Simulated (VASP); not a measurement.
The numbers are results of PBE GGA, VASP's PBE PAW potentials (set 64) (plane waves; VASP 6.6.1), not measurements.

VASP input:

File POSCAR:
```
WB
2.9633250
  1.0000001199   0.0000000000   0.0000000000
 -0.5000000599   0.8660255482   0.0000000000
  0.0000000000   0.0000000000   2.0608307485
W B
2 2
Cartesian
  0.0000000000   0.0000000000   0.0000000000
  0.0000000000   0.0000000000   1.0304153742
 -0.0000005000   0.5773506541   0.5152076871
  0.5000005600   0.2886748941   1.5456230614
```

### INCAR
```
SYSTEM = WB
PREC = Accurate; ENCUT = 520; LREAL = .FALSE.
LASPH = .TRUE.; ICHARG = 11
EDIFF = 1E-7; NELM = 100; ALGO = Normal
LMAXMIX = 6
ISMEAR = 0; SIGMA = 0.05
GGA = PE
LWAVE = .FALSE.; LCHARG = .FALSE.; LORBIT = 11
```

**KPOINTS**
```
k-points along high-symmetry lines
10
Line-mode
Reciprocal
  0.000000   0.000000   0.000000 ! GAMMA
  0.500000   0.000000   0.000000 ! M

  0.500000   0.000000   0.000000 ! M
  0.333333   0.333333   0.000000 ! K

  0.333333   0.333333   0.000000 ! K
  0.000000   0.000000   0.000000 ! GAMMA

  0.000000   0.000000   0.000000 ! GAMMA
  0.000000   0.000000   0.500000 ! A

  0.000000   0.000000   0.500000 ! A
  0.500000   0.000000   0.500000 ! L

  0.500000   0.000000   0.500000 ! L
  0.333333   0.333333   0.500000 ! H

  0.333333   0.333333   0.500000 ! H
  0.000000   0.000000   0.500000 ! A

  0.500000   0.000000   0.500000 ! L
  0.500000   0.000000   0.000000 ! M

  0.333333   0.333333   0.500000 ! H
  0.333333   0.333333   0.000000 ! K
```

POTCAR, in this order: W_sv B (PBE.64 set). Program: vasp_std. Read from the step before: CHGCAR.

What VASP printed:

OSZICAR:
```
       N       E                     dE             d eps       ncg     rms          rms(c)
DAV:   1     0.316711668716E+03    0.31671E+03   -0.19303E+04  3788   0.180E+03
DAV:   2    -0.244370488232E+02   -0.34115E+03   -0.33360E+03  4071   0.504E+02
DAV:   3    -0.385738639841E+02   -0.14137E+02   -0.13326E+02  4735   0.915E+01
DAV:   4    -0.388594616911E+02   -0.28560E+00   -0.27814E+00  4541   0.124E+01
DAV:   5    -0.388652853182E+02   -0.58236E-02   -0.58155E-02  4647   0.167E+00
DAV:   6    -0.388654437032E+02   -0.15839E-03   -0.15835E-03  4702   0.264E-01
DAV:   7    -0.388654490027E+02   -0.52995E-05   -0.52977E-05  4717   0.420E-02
DAV:   8    -0.388654491152E+02   -0.11257E-06   -0.11367E-06  4407   0.725E-03
DAV:   9    -0.388654491199E+02   -0.46593E-08   -0.35274E-08  3070   0.135E-03
   1 F= -.38865449E+02 E0= -.38864078E+02  d E =-.274194E-02
```

File OUTCAR:
```
 val. band max:        9.1547759931   @ k =   0.3333   0.3333   0.1667

 cond. band min:       9.1688717666   @ k =   0.1481   0.1481   0.0000



 k-point     1 :       0.0000    0.0000    0.0000
  band No.  band energies     occupation
      1     -64.4765      2.00000
      2     -64.4615      2.00000
      3     -28.8524      2.00000
      4     -28.4946      2.00000
      5     -28.4400      2.00000
      6     -28.4400      2.00000
      7     -28.4104      2.00000
      8     -28.4104      2.00000
      9      -2.1246      2.00000
     10       1.7684      2.00000
     11       2.2268      2.00000
     12       5.6773      2.00000
     13       7.1322      2.00000
     14       7.1322      2.00000
     15       8.8678      2.00000
     16       8.8678      2.00000
     17       9.8815      0.00000
     18       9.8815      0.00000
     19      10.5833      0.00000
     20      12.2265      0.00000
     21      12.2270      0.00000

 k-point     2 :       0.0556    0.0000    0.0000
  band No.  band energies     occupation
      1     -64.4751      2.00000
      2     -64.4601      2.00000
      3     -28.8489      2.00000
      4     -28.4919      2.00000
      5     -28.4602      2.00000
      6     -28.4447      2.00000
      7     -28.4301      2.00000
      8     -28.4149      2.00000
      9      -2.0387      2.00000
     10       1.8816      2.00000
     11       2.2018      2.00000
     12       5.7315      2.00000
     13       7.0533      2.00000
     14       7.1911      2.00000
     15       8.5719      2.00000
     16       8.9628      2.00000
     17       9.7411      0.00000
     18       9.7721      0.00000
     19      10.4511      0.00000
     20      12.1981      0.00000
     21      12.6258      0.00000

 k-point     3 :       0.1111    0.0000    0.0000
  band No.  band energies     occupation
      1     -64.4713      2.00000
      2     -64.4564      2.00000
      3     -28.8389      2.00000
      4     -28.5183      2.00000
...
```

The density is held fixed in this step, so its total energy and stress have no physical meaning. Unless said otherwise, spin-orbit coupling is left out, though it shifts the bands of the heavy elements here.

The structure was generated: WB was put into the NiAs type type (P6_3/mmc), which need not be its known phase. It was relaxed first, which changed the volume by -36 %.
